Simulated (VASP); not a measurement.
Calculation: r2SCAN meta-GGA, VASP's PBE PAW potentials (set 64) (plane waves; VASP 6.6.1).

A VASP calculation is set up with these files.

File POSCAR:
```
Sm
1.0
 -2.0467389915   2.0467389915   2.0467389915
  2.0467389915  -2.0467389915   2.0467389915
  2.0467389915   2.0467389915  -2.0467389915
Sm
1
direct
  0.0000000000   0.0000000000   0.0000000000
```

File KPOINTS:
```
Automatic mesh
0
Gamma
11 11 11
0 0 0
```

**INCAR**
```
# general
SYSTEM  = Sm
PREC    = Accurate
ENCUT   = 400
LREAL   = .FALSE.
LASPH   = .TRUE.

# electronic loop
EDIFF   = 1E-6
NELM    = 100
ALGO    = Normal
LMAXMIX = 6
LMIXTAU = .TRUE.

# smearing
ISMEAR  = 1
SIGMA   = 0.1

# functional
METAGGA = R2SCAN

# ions
IBRION  = 2
NSW     = 60
ISIF    = 3
EDIFFG  = -0.01

# output
LWAVE   = .FALSE.
LCHARG  = .FALSE.
```

POTCAR, in this order: Sm_3 (PBE.64 set). Program: vasp_std.

The resulting files:

OSZICAR:
```
       N       E                     dE             d eps       ncg     rms          rms(c)
DAV:   1     0.211740831357E+02    0.21174E+02   -0.45696E+03  1008   0.870E+02
DAV:   2    -0.315626904568E+02   -0.52737E+02   -0.52237E+02  1084   0.202E+02
DAV:   3    -0.322594542191E+02   -0.69676E+00   -0.68166E+00  1347   0.240E+01
DAV:   4    -0.322661554000E+02   -0.67012E-02   -0.64706E-02  1357   0.172E+00
DAV:   5    -0.322661907749E+02   -0.35375E-04   -0.35350E-04  1353   0.969E-02    0.306E+00
DAV:   6    -0.292373767019E+02    0.30288E+01   -0.75479E-01  1016   0.104E+01    0.132E+00
DAV:   7    -0.296365711038E+02   -0.39919E+00   -0.13692E-01  1026   0.392E+00    0.793E-01
DAV:   8    -0.295889651786E+02    0.47606E-01   -0.26135E-02  1022   0.171E+00    0.348E-01
DAV:   9    -0.296702454456E+02   -0.81280E-01   -0.31106E-02  1012   0.213E+00    0.122E-01
DAV:  10    -0.296062084713E+02    0.64037E-01   -0.16816E-02  1011   0.142E+00    0.784E-02
DAV:  11    -0.296217290983E+02   -0.15521E-01   -0.73391E-03  1012   0.947E-01    0.514E-02
DAV:  12    -0.296064375411E+02    0.15292E-01   -0.25064E-03  1022   0.503E-01    0.744E-03
DAV:  13    -0.296055814430E+02    0.85610E-03   -0.39288E-04  1124   0.244E-01    0.498E-03
DAV:  14    -0.296055759636E+02    0.54794E-05   -0.10405E-05  1262   0.349E-02    0.547E-03
DAV:  15    -0.296055747731E+02    0.11905E-05   -0.13886E-06  1058   0.153E-02    0.309E-03
DAV:  16    -0.296055747958E+02   -0.22662E-07   -0.13783E-06   545   0.122E-02
   1 F= -.29605575E+02 E0= -.29605222E+02  d E =-.296056E+02
```

OUTCAR:
```
------------------------ aborting loop because EDIFF is reached ----------------------------------------
  FORCE on cell =-STRESS in cart. coord.  units (eV):
  Direction    XX          YY          ZZ          XY          YZ          ZX
  --------------------------------------------------------------------------------------
  Total       -0.0003488     -0.0003488     -0.0003488      0.0000000     -0.0000000      0.0000000
  in kB       -0.0162961     -0.0162961     -0.0162961      0.0000000     -0.0000000      0.0000000
  external PRESSURE =      -0.0162961 kB  Pullay stress =       0.0000000 kB
  volume of cell :       34.30
      direct lattice vectors                 reciprocal lattice vectors
    -2.046738991  2.046738991  2.046738991     0.000000000  0.244291042  0.244291042
     2.046738991 -2.046738991  2.046738991     0.244291042  0.000000000  0.244291042
     2.046738991  2.046738991 -2.046738991     0.244291042  0.244291042  0.000000000
 POSITION                                       TOTAL-FORCE (eV/Angst)
 -----------------------------------------------------------------------------------
      0.00000      0.00000      0.00000         0.000000     -0.000000      0.000000
 -----------------------------------------------------------------------------------
    total drift:                                0.000000      0.000000      0.000000
  FREE ENERGIE OF THE ION-ELECTRON SYSTEM (eV)
  ---------------------------------------------------
  free  energy   TOTEN  =       -29.6055747958 eV

  energy  without entropy=      -29.6045162318  energy(sigma->0) =      -29.60522194

 reached required accuracy - stopping structural energy minimisation
```
(Selected blocks of OUTCAR.)

File OUTCAR:
```
 val. band max:        3.0913121874   @ k =   0.2727   0.1818   0.0000

 cond. band min:       3.1075680868   @ k =   0.3636   0.1818   0.0000


 Fermi energy:         3.0976735433

 k-point     1 :       0.0000    0.0000    0.0000
  band No.  band energies     occupation
      1     -39.4513      2.00000
      2     -17.9601      2.00000
      3     -17.9601      2.00000
      4     -17.9601      2.00000
      5      -1.5210      2.00000
      6       4.8353     -0.00000
      7       4.8353     -0.00000
      8       4.8353     -0.00000
      9       6.9106      0.00000

 k-point     2 :       0.0909    0.0000    0.0000
  band No.  band energies     occupation
      1     -39.4433      2.00000
      2     -18.0355      2.00000
      3     -17.9823      2.00000
      4     -17.9609      2.00000
      5      -1.2698      2.00000
      6       4.6472     -0.00000
      7       4.7424     -0.00000
      8       5.0839     -0.00000
      9       6.6315      0.00000

 k-point     3 :       0.1818    0.0000    0.0000
  band No.  band energies     occupation
      1     -39.4219      2.00000
      2     -18.2318      2.00000
      3     -18.0413      2.00000
      4     -17.9630      2.00000
      5      -0.5905      2.00000
      6       4.2032     -0.00000
      7       4.3271     -0.00000
      8       5.8102      0.00000
      9       6.4302      0.00000

 k-point     4 :       0.2727    0.0000    0.0000
  band No.  band energies     occupation
      1     -39.3937      2.00000
      2     -18.4774      2.00000
      3     -18.1170      2.00000
      4     -17.9659      2.00000
      5       0.2608      2.00000
      6       3.7151     -0.00000
      7       3.8599     -0.00000
      8       6.6548      0.00000
      9       6.9494      0.00000

 k-point     5 :       0.3636    0.0000    0.0000
  band No.  band energies     occupation
      1     -39.3676      2.00000
      2     -18.6930      2.00000
      3     -18.1853      2.00000
...
```

The 4f electrons are frozen in the core of the lanthanide potential, so 4f levels, which can set the real gap, and their magnetism are missing.

The structure was generated: Sm was put into the bcc type (Im-3m), which need not be its known phase. It was relaxed first. The start is the result of an earlier pass.
